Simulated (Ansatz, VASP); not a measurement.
# Cross-check of KAuF3 between VASP and Ansatz

Wanted: the spread between two codes on one cell, functional and k mesh. The cell is generated by rule, not measured, and may not be a known phase. The two relaxations start from unlike cells of this crystal (the structure described is Ansatz's start), so only their ends are compared.

Program: Ansatz 0.2.0. Level of theory: plane waves, with VASP 6.6.1 beside it; relaxation of cell and atoms at LDA. Results are calculated unless marked as measured.

The structure was built from a prototype and need not be the compound's stable phase.

## 1. Set-up

The structure is cubic, space group Pm-3m (No. 221). Conventional cell: a = 4.475 Å, b = 4.475 Å, c = 4.475 Å, α = 90.00°, β = 90.00°, γ = 90.00°. Nearest to K lie 12 F at 3.16 Å. Nearest to Au lie 6 F at 2.24 Å. Nearest to F lie 2 Au at 2.24 Å and 4 K at 3.16 Å. Farther neighbours and most contacts between anions are not listed.

## 2. Ansatz: relaxation of cell and atoms, LDA

Ansatz runs on its default PAW (the set named soft_2) files.

The relaxed volume is the usual yardstick between codes: in a stiff, nearly cubic crystal its relative difference is about their pressure difference at one cell divided by the bulk modulus.

Contents of input.yaml:

```yaml
crystal:
  lattice:
    - [4.4748, 0.0, 0.0]
    - [0.0, 4.4748, 0.0]
    - [0.0, 0.0, 4.4748]
  atoms:
    - { symbol: K, position: [0.0, 0.0, 0.0] }
    - { symbol: Au, position: [0.5, 0.5, 0.5] }
    - { symbol: F, position: [0.5, 0.5, 0.0] }
    - { symbol: F, position: [0.5, 0.0, 0.5] }
    - { symbol: F, position: [0.0, 0.5, 0.5] }
kpoints:
  mp_grid: { grid: [6, 6, 6] }
hamiltonian:
  xc: lda
scf:
  occupations: { method: fermi_dirac, width: 0.02 }
relax:
  f_tol: 0.01
  max_steps: 80
  cell: {}
output:
  write_density: true
  write_potential: true
  elf: true
  volumetric_format: npy
```

Run with:

```sh
> ansatz run input.yaml --threads 4 --pin off --max-ram 9216MiB --backend cpu --events-out ev --progress --plain --runs-dir out
```

Numbers of over 12 decimals in the logs are rounded to 6 here.

The program printed:

```text
Engine: ansatz 0.2.0, aarch64-unknown-linux-gnu
Pseudopotentials: kind: paw
Pseudopotential: K, paw, valence charge 9, recommended cutoff 420 eV (normal), K.paw.azcp
Pseudopotential: Au, paw, valence charge 19, recommended cutoff 420 eV (normal), Au.paw.azcp
Pseudopotential: F, paw, valence charge 7, recommended cutoff 420 eV (normal), F.paw.azcp
Functional definition: SPW92
  exchange = slater_x
  correlation = pw_c
Crystal: 5 atoms, lattice volume = 89.603 Å³
Basis set: ecut = 420 eV, 1743 PW (Γ)
Bands: 30, of which v1, the nominal top of the filled ones, is band 25 counted from 1 (24 counted from 0)
Symmetry: 48 space group operations
Space group: Pm-3m (ITA 221), of the structure as read, at distance tolerance 4.5e-5 Å
k-points: 20 of 216
Non-local potential: K, projectors of the file, l = 0: 3, l = 1: 2, l = 2: 2
Non-local potential: Au, projectors of the file, l = 0: 3, l = 1: 2, l = 2: 2, l = 3: 1
Non-local potential: F, projectors of the file, l = 0: 2, l = 1: 2, l = 2: 1
PAW form: soft (Blöchl's): semilocal exchange-correlation on the pseudo side does not see the compensation charge
PAW frozen core: K, regenerated for the run's functional, and the local potential with it (the file was generated under x = pbe(κ = 0.804, μ = 0.219515), c = pbe(β = 0.066725))
PAW frozen core: Au, regenerated for the run's functional, and the local potential with it (the file was generated under x = pbe(κ = 0.804, μ = 0.219515), c = pbe(β = 0.066725))
PAW frozen core: F, regenerated for the run's functional, and the local potential with it (the file was generated under x = pbe(κ = 0.804, μ = 0.219515), c = pbe(β = 0.066725))
PAW one-centre angular grid: K, 110 points (default); XC on 64 Gauss nodes
PAW one-centre angular grid: Au, 590 points (default); XC on 64 Gauss nodes
PAW one-centre angular grid: F, 110 points (default); XC on 64 Gauss nodes
Initial density: superposition of atomic densities (neutral atoms: chi_scale 0, normalization atom), corrected by the library's trained network
Initial wavefunctions: pseudopotential atomic-orbital guess
Functional: x = slater, c = lda
SCF iter   1: F=—  HF=-16741.833397 eV  |F-HF|=—  |Δ(HF+E_count)|=         —  Δρ=1.79e-2  dr2=2.10e-1  ethr=1.77e-3  ⟨swp⟩=6.2  Hψ=2609  notcnv=0
preconditioner: auto → LDOS  [metal: Δε(μ)=0.006 eV  Ē_g=13.494 eV  σ=0.020 eV  W_gap=0.07  n_scr=26 (ndim 8)  ℏωp=24.5 eV  f_vac=0.184  D(μ)=7.04/eV (n_scr^D=80)  β→1.0]
SCF iter   2: F=—  HF=-16741.797998 eV  |F-HF|=—  |Δ(HF+E_count)|=   3.54e-2  Δρ=1.41e-2  dr2=7.90e-2  ethr=4.28e-4  ⟨swp⟩=2.1  Hψ=1243  notcnv=0  defer=20
SCF iter   3: F=—  HF=-16741.775901 eV  |F-HF|=—  |Δ(HF+E_count)|=   2.21e-2  Δρ=3.78e-3  dr2=9.83e-3  ethr=1.61e-4  ⟨swp⟩=2.0  Hψ=1060  notcnv=0  defer=20
SCF iter   4: F=—  HF=-16741.775203 eV  |F-HF|=—  |Δ(HF+E_count)|=   6.98e-4  Δρ=2.68e-3  dr2=6.15e-3  ethr=2.01e-5  ⟨swp⟩=1.4  Hψ=592  notcnv=0  defer=20
SCF iter   5: F=—  HF=-16741.774439 eV  |F-HF|=—  |Δ(HF+E_count)|=   7.64e-4  Δρ=1.82e-3  dr2=3.01e-3  ethr=1.26e-5  ⟨swp⟩=2.0  Hψ=631  notcnv=0  defer=20
SCF iter   6: F=—  HF=-16741.773774 eV  |F-HF|=—  |Δ(HF+E_count)|=   6.66e-4  Δρ=6.21e-4  dr2=3.22e-4  ethr=6.14e-6  ⟨swp⟩=2.1  Hψ=1069  notcnv=0  defer=20
SCF iter   7: F=—  HF=-16741.773684 eV  |F-HF|=—  |Δ(HF+E_count)|=   8.98e-5  Δρ=1.05e-4  dr2=7.37e-6  ethr=6.57e-7  ⟨swp⟩=2.0  Hψ=994  notcnv=0  defer=20
SCF iter   8: F=—  HF=-16741.773657 eV  |F-HF|=—  |Δ(HF+E_count)|=   2.70e-5  Δρ=1.50e-5  dr2=4.82e-8  ethr=2.04e-10  ⟨swp⟩=6.5  Hψ=3913  notcnv=0
SCF iter   9: F=-16741.773657 eV  HF=-16741.773657 eV  |F-HF|=1.13e-10  |Δ(HF+E_count)|=   4.36e-8  Δρ=2.08e-6  dr2=1.31e-9  ethr=9.84e-11  ⟨swp⟩=5.5  Hψ=3159  notcnv=0
SCF 1 converged in 9 iterations: F = -16741.773657 eV  dr2 = 1.31e-9
  greatest PAW one-centre occupation: 1.003 electrons in one spin orbital (limit 2), on the Au atom at site 1 (counted from 0), in its partial waves of l = 0
relax step   1: F+E_penalty+E_count = -16741.77365678 eV  Δ(F+E_penalty+E_count) = +0.000e0 eV  max|allowed force component| = 1.814e-28 eV/Å  Δτ_max = 0.0000 Å  P = -6.340 GPa  Ω = 89.603 Å³  (9 SCF iters, dr2 threshold 1.00e-7 eV, accepted)
[...]
relax step   5: F+E_penalty+E_count = -16741.96068601 eV  Δ(F+E_penalty+E_count) = +1.892e-2 eV  max|allowed force component| = 2.151e-29 eV/Å  Δτ_max = 0.0000 Å  P = -0.468 GPa  Ω = 81.519 Å³  stress off target by 4.68e-1 GPa  SCF on the basis re-selected at this cell (its energy is not comparable with the rows above)  (9 SCF iters)
[...]
relax step   6: F+E_penalty+E_count = -16741.96320664 eV  Δ(F+E_penalty+E_count) = -2.521e-3 eV  max|allowed force component| = 1.283e-28 eV/Å  Δτ_max = 0.0000 Å  P = +0.014 GPa  Ω = 81.058 Å³  energy of the carried Pulay correction = +1.865e-3 eV  (6 SCF iters, dr2 threshold 5.00e-7 eV, accepted)
[...]
relax step   7: F+E_penalty+E_count = -16741.96111292 eV  Δ(F+E_penalty+E_count) = +2.094e-3 eV  max|allowed force component| = 1.605e-28 eV/Å  Δτ_max = 0.0000 Å  P = -0.013 GPa  Ω = 81.058 Å³  stress off target by 1.32e-2 GPa  SCF on the basis re-selected at this cell (its energy is not comparable with the rows above)  (8 SCF iters)
basis re-selected at this cell: Δ(F+E_penalty+E_count) = +2.094e-3 eV, ΔP = -0.027 GPa vs the last step (what re-selecting the basis moved, of the pressure what is left beyond the Pulay correction that the steps carried, after the strain that the cell walked since its last selection, with what the two solves' SCF thresholds leave and, on support functions, any second-order correction that the steps lacked; it is no m [...]
SCF converged after 8 iterations
Free energy (F): -16741.961113 eV
Harris-Foulkes:  -16741.961113 eV  (|F-HF|=1.09e-11)
Internal energy: -16741.953205 eV  (E = F + TS)
E sigma→0 (E₀):  -16741.957159 eV
Entropy (-TS):   -0.007908 eV (-1.582 meV/atom)
Fermi energy:    6.873534 eV
--- Per-component energies (eV) ---
  E_band       = -611.404680
  E_kinetic    = 1470.738593
  E_local      = -5340.070502  (includes V_loc(G=0)·N_el)
  E_nonlocal   = 327.195115
  E_hartree    = 2133.171801
  E_xc         = -590.678057
  E_vxc        = -737.524023  (∫ρ·V_xc dr)
  E_paw        = -10728.371710  (= ΣΔE_a)
  E_vpaw       = -598.094007  (= ΣTr[D̂ρ^β])
  E_aug_tail   = 0.006511  (compensation charges beyond the density's cutoff)
  E_ewald      = -4015.064927
  E_core_change = 1.119973  (= ΣΔE_core)
  E_smearing   = -0.007908  (= −TS)
  E_closure    = -0.000000  (closes the sum)
  Σ components = -16741.961113   (vs F -16741.961113, Δ=0.00e0)
--- Forces (eV/Å), atoms counted from 1 ---
  atom   1  K      0.00000000    -0.00000000    -0.00000000
  atom   2  Au    -0.00000000    -0.00000000     0.00000000
  atom   3  F     -0.00000000     0.00000000     0.00000000
  atom   4  F     -0.00000000     0.00000000    -0.00000000
  atom   5  F      0.00000000    -0.00000000     0.00000000
  max |Σ_I F_I| component: 2.07e-28 eV/Å
--- Stress (GPa, compression-positive) ---
       -0.013191       0.000000      -0.000000
        0.000000      -0.013191      -0.000000
       -0.000000      -0.000000      -0.013191
  P = ⅓ Tr σ = -0.0132 GPa (-0.132 kbar)
--- Band table (eV; the first three rows and the last of 20) ---
  k-point 0: bands = [... 21 lower, 3.3865, 3.3865, 4.2142, 4.2142, 7.1723, 12.6531, 12.6531, 12.9352, ... 1 higher]
  k-point 1: bands = [... 21 lower, 3.7810, 3.7810, 4.2161, 4.8322, 7.7098, 12.6380, 12.8221, 13.1816, ... 1 higher]
  k-point 2: bands = [... 21 lower, 4.2198, 4.3149, 4.3149, 5.4245, 9.1082, 12.1143, 13.1795, 14.1985, ... 1 higher]
  k-point 19: bands = [... 21 lower, 4.9963, 4.9963, 7.6763, 7.6763, 12.3520, 12.3520, 12.3520, 13.0567, ... 1 higher]
--- Relaxed structure (5 steps of the walk, 5 accepted, 2 SCFs on fresh bases) ---
  F+E_penalty+E_count = -16741.96111292 eV   max|allowed force component| = 1.605e-28 eV/Å   (the final SCF, on the basis selected at the relaxed cell)
  cell:  # Å, volume = 81.0581 Å³
    - [4.327783, 0, 0]
    - [0, 4.327783, 0.0]
    - [0, 0.0, 4.327783]
  atoms:
    - { symbol: K, position: [0, 0, 0] }
    - { symbol: Au, position: [0.500000, 0.500000, 0.500000] }
    - { symbol: F, position: [0.500000, 0.500000, 0] }
    - { symbol: F, position: [0.500000, 0, 0.500000] }
    - { symbol: F, position: [0, 0.500000, 0.500000] }
```

## 3. VASP: relaxation of cell and atoms, LDA

Its own start cell and the same functional (in two slightly different forms), mesh and smearing now go to VASP, with its own data sets.

Lines of VASP's logs that name or quote its potential files are left out, and so is its time.

Contents of INCAR:

```
SYSTEM = KAuF3
PREC = Accurate
ENCUT = 600
EDIFF = 1E-07
NELM = 120
ISMEAR = -1
SIGMA = 0.02
LREAL = .FALSE.
ALGO = Normal
GGA = CA
NBANDS = 26
LASPH = .TRUE.
LORBIT = 11
LWAVE = .FALSE.
LCHARG = .FALSE.
ISIF = 3
IBRION = 2
NSW = 80
EDIFFG = -0.005
GGA_COMPAT = .FALSE.
NELMIN = 4
KPAR = 2
```

Contents of POSCAR:

```
KAuF3
1.0
    4.3256988038      0.0000000000      0.0000000000
    0.0000000000      4.3256988038      0.0000000000
    0.0000000000      0.0000000000      4.3256988038
K Au F
1 1 3
Direct
    0.0000000000      0.0000000000      0.0000000000
    0.5000000000      0.5000000000      0.5000000000
    0.5000000000      0.5000000000      0.0000000000
    0.5000000000      0.0000000000      0.5000000000
    0.0000000000      0.5000000000      0.5000000000
```

Contents of KPOINTS:

```
Automatic mesh
0
Gamma
6 6 6
0 0 0
```

Potentials, in the order of the species: K_sv, Au and F (LDA family, release 64).

Run with:

```sh
> mpirun -np 2 vasp_std
```

The program printed:

```text
[banner, memory and clock lines left out]
running    2 mpi-ranks, on    1 nodes
 distrk:  each k-point on    1 cores,    2 groups
 distr:  one band on    1 cores,    1 groups

 POSCAR found type information on POSCAR K AuF
 POSCAR found :  3 types and       5 ions
 LDA part: xc-table for (Slater(with rela. corr.)+CA(PZ))
 , standard interpolation
 POSCAR, INCAR and KPOINTS ok, starting setup
 FFT: planning ... GRIDC
 FFT: planning ... GRID_SOFT
 FFT: planning ... GRID
 WAVECAR not read
 entering main loop
       N       E                     dE             d eps       ncg     rms          rms(c)
DAV:   1     0.350831616566E+03    0.35083E+03   -0.24135E+04  1040   0.171E+03
DAV:   2    -0.271022338661E+01   -0.35354E+03   -0.34517E+03  1232   0.408E+02
DAV:   3    -0.226061254982E+02   -0.19896E+02   -0.19800E+02  1358   0.943E+01
DAV:   4    -0.232014811446E+02   -0.59536E+00   -0.59452E+00  1710   0.137E+01
DAV:   5    -0.232039978796E+02   -0.25167E-02   -0.25161E-02  1342   0.850E-01    0.172E+01
DAV:   6    -0.207471543013E+02    0.24568E+01   -0.11456E+01  1130   0.264E+01    0.140E+01
DAV:   7    -0.206392969344E+02    0.10786E+00   -0.76355E-01  1212   0.756E+00    0.959E+00
DAV:   8    -0.206017342753E+02    0.37563E-01   -0.28534E-01  1230   0.427E+00    0.258E+00
DAV:   9    -0.205835921377E+02    0.18142E-01   -0.60450E-02  1226   0.186E+00    0.265E-01
DAV:  10    -0.205834564094E+02    0.13573E-03   -0.28774E-03  1356   0.370E-01    0.851E-02
DAV:  11    -0.205834788788E+02   -0.22469E-04   -0.79971E-05  1502   0.712E-02    0.713E-02
DAV:  12    -0.205834777013E+02    0.11775E-05   -0.34040E-05  1236   0.434E-02    0.595E-03
DAV:  13    -0.205834778928E+02   -0.19147E-06   -0.87032E-07  1384   0.752E-03    0.437E-03
DAV:  14    -0.205834778890E+02    0.37717E-08   -0.80155E-08   976   0.217E-03
   1 F= -.20583478E+02 E0= -.20579528E+02  d E =-.205835E+02
 curvature:   0.00 expect dE= 0.000E+00 dE for cont linesearch  0.000E+00
 trial: gam= 0.00000 g(F)=  0.000E+00 g(S)=  0.425E-04 ort = 0.000E+00 (trialstep = 0.100E+01)
 search vector abs. value=  0.425E-04
 bond charge predicted
       N       E                     dE             d eps       ncg     rms          rms(c)
DAV:   1    -0.205839888264E+02   -0.51093E-03   -0.10423E-02  1102   0.847E-01    0.167E-01
DAV:   2    -0.205835368708E+02    0.45196E-03   -0.18055E-03  1182   0.306E-01    0.481E-02
DAV:   3    -0.205834966704E+02    0.40200E-04   -0.91544E-05  1256   0.106E-01    0.449E-02
DAV:   4    -0.205834925837E+02    0.40868E-05   -0.18369E-05  1504   0.251E-02    0.307E-02
DAV:   5    -0.205834925952E+02   -0.11488E-07   -0.41378E-06  1654   0.145E-02    0.386E-03
DAV:   6    -0.205834924809E+02    0.11422E-06   -0.13718E-06  1502   0.125E-02    0.210E-03
DAV:   7    -0.205834924654E+02    0.15518E-07   -0.10569E-07   712   0.319E-03
   2 F= -.20583492E+02 E0= -.20579542E+02  d E =-.145764E-04
 trial-energy change:   -0.000015  1 .order   -0.000017   -0.000043    0.000009
 step:   0.7795(harm=  0.8187)  dis= 0.00000  next Energy=   -20.583494 (dE=-0.156E-04)
 reached required accuracy - stopping structural energy minimisation
```

OUTCAR, selected parts (step 3):

```text
ion  position               nearest neighbor table
   1  0.000  0.000  0.000-
   2  0.500  0.500  0.500-   3 2.16   4 2.16   5 2.16   3 2.16   4 2.16   5 2.16
   3  0.500  0.500  0.000-   2 2.16   2 2.16
   4  0.500  0.000  0.500-   2 2.16   2 2.16
   5  0.000  0.500  0.500-   2 2.16   2 2.16

  LATTYP: Found a simple cubic cell.
 ALAT       =     4.3256988038

 Subroutine GETGRP returns: Found 48 space group operations
 (whereof 48 operations were pure point group operations)

The static configuration has the point symmetry O_h .

 Found     20 irreducible k-points:

   k-points           NKPTS =     20   k-points in BZ     NKDIM =     20   number of bands    NBANDS=     26

   dimension x,y,z NGX =    36 NGY =   36 NGZ =   36
   dimension x,y,z NGXF=    72 NGYF=   72 NGZF=   72

   ENCUT  =  600.0 eV  44.10 Ry    6.64 a.u.   8.64  8.64  8.64*2*pi/ulx,y,z

   NELECT =      41.0000    total number of electrons

 k-points in reciprocal lattice and weights: Automatic mesh
   0.00000000  0.00000000  0.00000000       0.005
   0.16666667  0.00000000  0.00000000       0.028
   0.33333333  0.00000000  0.00000000       0.028
   0.50000000  0.00000000  0.00000000       0.014
   0.16666667  0.16666667  0.00000000       0.056
   0.33333333  0.16666667  0.00000000       0.111
   0.50000000  0.16666667  0.00000000       0.056
   0.33333333  0.33333333  0.00000000       0.056
   0.50000000  0.33333333  0.00000000       0.056
[...]
0.50000000  0.50000000  0.33333333       0.028
   0.50000000  0.50000000  0.50000000       0.005

 average (electrostatic) potential at core
       1 -34.4622       2 -71.2324       3 -77.6473       4 -77.6473       5 -77.6473

 E-fermi :   1.9243

 k-point     1 :       0.0000    0.0000    0.0000
  band No.  band energies     occupation
    ...
     17      -1.5713      2.00000
     18      -1.5713      2.00000
     19      -1.5713      2.00000
     20      -0.7510      2.00000
     21      -0.7510      2.00000
     22       2.2666      0.00000
     23       7.7153      0.00000
     24       7.7153      0.00000
     25       8.0339      0.00000
     26      10.1387      0.00000

 k-point     2 :       0.1667    0.0000    0.0000
  band No.  band energies     occupation
    ...
     17      -1.5669      2.00000
     18      -1.1683      2.00000
     19      -1.1683      2.00000
     20      -0.7490      2.00000
     21      -0.1247      2.00000
     22       2.8027      0.00000
     23       7.7120      0.00000
     24       7.8860      0.00000
     25       8.2699      0.00000
     26       9.9783      0.00000

 k-point     3 :       0.3333    0.0000    0.0000
  band No.  band energies     occupation
    ...
     17      -1.5579      2.00000
     18      -0.7454      2.00000
     19      -0.6302      2.00000
     20      -0.6302      2.00000
     21       0.4776      2.00000
     22       4.1978      0.00000
     23       7.1929      0.00000
     24       8.2474      0.00000
     25       9.2877      0.00000
     26       9.7162      0.00000

  Total       -0.0084844     -0.0084844     -0.0084844     -0.0000000      0.0000000      0.0000000
  in kB       -0.1677570     -0.1677570     -0.1677570     -0.0000000      0.0000000      0.0000000
  external PRESSURE =      -0.1677570 kB  Pullay stress =       0.0000000 kB

  energy-cutoff  :      600.00
  volume of cell :       81.03
      direct lattice vectors                 reciprocal lattice vectors
     4.327298399 -0.000000000  0.000000000     0.231091066 -0.000000000  0.000000000
     0.000000000  4.327298399  0.000000000     0.000000000  0.231091066  0.000000000
    -0.000000000 -0.000000000  4.327298399    -0.000000000 -0.000000000  0.231091066

 POSITION                                       TOTAL-FORCE (eV/Angst)
 -----------------------------------------------------------------------------------
      0.00000      0.00000      0.00000         0.000000      0.000000      0.000000
      2.16365      2.16365      2.16365        -0.000000     -0.000000      0.000000
      2.16365      2.16365      0.00000         0.000000      0.000000      0.000000
      2.16365     -0.00000      2.16365        -0.000000     -0.000000      0.000000
     -0.00000      2.16365      2.16365        -0.000000     -0.000000      0.000000
 -----------------------------------------------------------------------------------
    total drift:                                0.000000      0.000000      0.000000

  FREE ENERGIE OF THE ION-ELECTRON SYSTEM (eV)
  ---------------------------------------------------
  free  energy   TOTEN  =       -20.5834924654 eV

  energy  without entropy=      -20.5755918810  energy(sigma->0) =      -20.57954217

 reached required accuracy - stopping structural energy minimisation

 total charge
# of ion       s       p       d       tot
------------------------------------------
    1        1.947   5.556   0.014   7.517
    2        0.391   0.295   8.779   9.465
    3        1.732   4.277   0.000   6.009
    4        1.732   4.277   0.000   6.009
    5        1.732   4.277   0.000   6.009
--------------------------------------------------
tot          7.535  18.681   8.793  35.010

[... 3 further parts left out ...]
```

CONTCAR:

```
KAuF3
   1.00000000000000
     4.3272983987731122   -0.0000000000000000    0.0000000000000000
     0.0000000000000000    4.3272983987731122    0.0000000000000000
    -0.0000000000000000   -0.0000000000000000    4.3272983987731122
  K               Au              F
     1     1     3
Direct
     0.0000000000000000    0.0000000000000000    0.0000000000000000
     0.5000000000000000    0.5000000000000000    0.5000000000000000
     0.5000000000000000    0.5000000000000000    0.0000000000000000
     0.5000000000000000    0.0000000000000000    0.5000000000000000
     0.0000000000000000    0.5000000000000000    0.5000000000000000
```

## 4. Differences

Known differences besides the potentials themselves: the two LDA forms differ slightly; the data sets hold 49 valence electrons in Ansatz (on its default PAW (the set named soft_2) files) and 41 in VASP; the cutoff is 420 eV in Ansatz and 600 eV in VASP; VASP's log shows a relativistic correction to its local exchange, Ansatz's none; Ansatz adds a Pulay correction to the stress that steers its cell, VASP none. Total energies have different zeros and are not compared.

Both answers:

| quantity | Ansatz | VASP | difference |
| --- | --- | --- | --- |
| volume (Å³) | 81.06 | 81.03 | +0.03 % |
| edge a after relaxation, in the typed setting (Å) | 4.328 | 4.327 | +0.01 % |

## 5. Results

| Property | Result |
| --- | --- |
| difference in volume (relaxation of cell and atoms, LDA) | 0.034 % |

The difference in volume is 0.034 % (relaxation of cell and atoms, LDA), within the 1.2 % picked in this series as the mark of a large difference, as far as the stopping tolerances let one tell. The data sets hold unlike numbers of valence electrons (49 in Ansatz and 41 in VASP), so part of the differences comes from the potentials. Such differences can come from data sets, numerical settings and the points named under the comparisons, not from the functional's error against experiment.

[Lines on the potential files, build, host, timing and source positions are cut from VASP's logs without a mark.]

[Logs are printed without paths, hosts, clocks, repeated set-up lines and the standing remarks that a program may print on its own settings, such as how far it seeks lower states.]

[Hosts, paths, dates, database ids (printed as entryN), source tags and the programs' standing remarks are cut or masked in the printed files.]
